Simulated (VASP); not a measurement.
Calculation: PBE GGA, VASP's PBE PAW potentials (set 64) (plane waves; VASP 6.6.1).

Input for VASP

**INCAR**
```
SIGMA = 0.05
SYSTEM = GaP
ALGO = Normal   ! blocked Davidson
EDIFF = 1E-6
GGA = PE   ! PBE
LCHARG = .FALSE.
LMAXMIX = 4
ICHARG = 11
NELM = 100
PREC = Accurate
LREAL = .FALSE.   ! projection in real space or not
LWAVE = .FALSE.
ENCUT = 350
LASPH = .TRUE.   ! aspherical one-centre terms
ISMEAR = 0   ! Gaussian
```

POSCAR:
```
GaP
1.0
  0.0000000000   2.7514440796   2.7514440796
  2.7514440796   0.0000000000   2.7514440796
  2.7514440796   2.7514440796   0.0000000000
Ga P
1 1
Cart
  0.0000000000   0.0000000000   0.0000000000
  1.3757220398   1.3757220398   1.3757220398
```

File KPOINTS:
```
k-points along high-symmetry lines
15
Line-mode
Reciprocal
  0.000000   0.000000   0.000000 ! GAMMA
 -0.500000  -0.500000   0.000000 ! X

 -0.500000  -0.500000   0.000000 ! X
 -0.375000  -0.375000   0.250000 ! U

 -0.375000   0.000000   0.375000 ! K
  0.000000   0.000000   0.000000 ! GAMMA

  0.000000   0.000000   0.000000 ! GAMMA
  0.000000   0.000000   0.500000 ! L

  0.000000   0.000000   0.500000 ! L
 -0.500000  -0.250000   0.250000 ! W

 -0.500000  -0.250000   0.250000 ! W
 -0.500000  -0.500000   0.000000 ! X
```

POTCAR, in this order: Ga_d P (PBE.64 set). Program: vasp_std. Read from the step before: CHGCAR.

The resulting files:

**OSZICAR**
```
       N       E                     dE             d eps       ncg     rms          rms(c)
DAV:   1     0.685196535145E+02    0.68520E+02   -0.78219E+03  2388   0.159E+03
DAV:   2    -0.242487997386E+01   -0.70945E+02   -0.68067E+02  2535   0.282E+02
DAV:   3    -0.758060219700E+01   -0.51557E+01   -0.50876E+01  2935   0.664E+01
DAV:   4    -0.767231678688E+01   -0.91715E-01   -0.91603E-01  2860   0.933E+00
DAV:   5    -0.767444124600E+01   -0.21245E-02   -0.21243E-02  2956   0.120E+00
DAV:   6    -0.767454480480E+01   -0.10356E-03   -0.10356E-03  3353   0.235E-01
DAV:   7    -0.767454562802E+01   -0.82323E-06   -0.82323E-06  2884   0.198E-02
   1 F= -.76745456E+01 E0= -.76745456E+01  d E =-.301968E-16
```

**OUTCAR**
```
 val. band max:        4.3641887059   @ k =   0.0000   0.0000   0.0000

 cond. band min:       5.9491696712   @ k =   0.0000   0.0000   0.5000



 k-point     1 :       0.0000    0.0000    0.0000
  band No.  band energies     occupation
      1     -10.1320      2.00000
      2     -10.1320      2.00000
      3     -10.1320      2.00000
      4     -10.0408      2.00000
      5     -10.0408      2.00000
      6      -7.9160      2.00000
      7       4.3642      2.00000
      8       4.3642      2.00000
      9       4.3642      2.00000
     10       5.9532      0.00000
     11       8.2598      0.00000
     12       8.2598      0.00000
     13       8.2598      0.00000

 k-point     2 :      -0.0357   -0.0357    0.0000
  band No.  band energies     occupation
      1     -10.1339      2.00000
      2     -10.1313      2.00000
      3     -10.1313      2.00000
      4     -10.0411      2.00000
      5     -10.0406      2.00000
      6      -7.8945      2.00000
      7       4.1376      2.00000
      8       4.3015      2.00000
      9       4.3015      2.00000
     10       6.1717      0.00000
     11       8.1973      0.00000
     12       8.3464      0.00000
     13       8.3464      0.00000

 k-point     3 :      -0.0714   -0.0714    0.0000
  band No.  band energies     occupation
      1     -10.1391      2.00000
      2     -10.1293      2.00000
      3     -10.1293      2.00000
      4     -10.0421      2.00000
      5     -10.0399      2.00000
      6      -7.8304      2.00000
      7       3.6512      2.00000
      8       4.1297      2.00000
      9       4.1297      2.00000
     10       6.6232      0.00000
     11       8.0337      0.00000
     12       8.5898      0.00000
     13       8.5898      0.00000

 k-point     4 :      -0.1071   -0.1071    0.0000
  band No.  band energies     occupation
      1     -10.1471      2.00000
      2     -10.1259      2.00000
      3     -10.1259      2.00000
      4     -10.0435      2.00000
...
```

The density is held fixed in this step, so its total energy and stress have no physical meaning.

The compound is GaP in the zinc blende structure. It was relaxed first.
